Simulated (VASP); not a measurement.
Runs of VASP 6.6.1 on MgS. It takes space group Fm-3m (No. 225, cubic). The conventional cell has a = 5.178 Å, b = 5.178 Å, c = 5.178 Å, α = 90.00°, β = 90.00°, γ = 90.00°. Mg (site symmetry m-3m) has 6 S at 2.59 Å as nearest neighbours. Around S (site symmetry m-3m) lie 6 Mg at 2.59 Å. The cell is a database's computed one.

| level | potentials or basis | k mesh | cutoff (eV) | smearing | gap on the mesh (eV) | pressure (GPa) |
| --- | --- | --- | --- | --- | --- | --- |
| r2SCAN | VASP PAW PBE potentials, release 64 (Mg, S) | 8 × 8 × 8 | 520 | gaussian 0.02 eV | 3.47 | (a) |
| PBEsol | VASP PAW PBE potentials, release 64 (Mg, S) | 12 × 12 × 12 | 520 | gaussian 0.02 eV | 2.73 | 0.0 |
| PBEsol | VASP PAW PBE potentials, release 64 (Mg, S) | 8 × 8 × 8 | 700 | gaussian 0.02 eV | 2.73 | 0.0 |
| PBEsol | VASP PAW PBE potentials, release 64 (Mg, S_h) | 8 × 8 × 8 | 900 | gaussian 0.02 eV | 2.73 | 0.0 |
| PBEsol | VASP PAW PBE potentials, release 64 (Mg, S) | 8 × 8 × 8 | 520 | gaussian 0.5 eV | 2.73 | 0.0 |

Alike in all rows: task single point; no spin polarisation; cell as given.

Question: Estimate the missing entries.

Answer: (a) 0.7.

Caveats: the PAW data sets were made with another functional, which shifts forces and pressure a little.

A k mesh can miss the band edges.
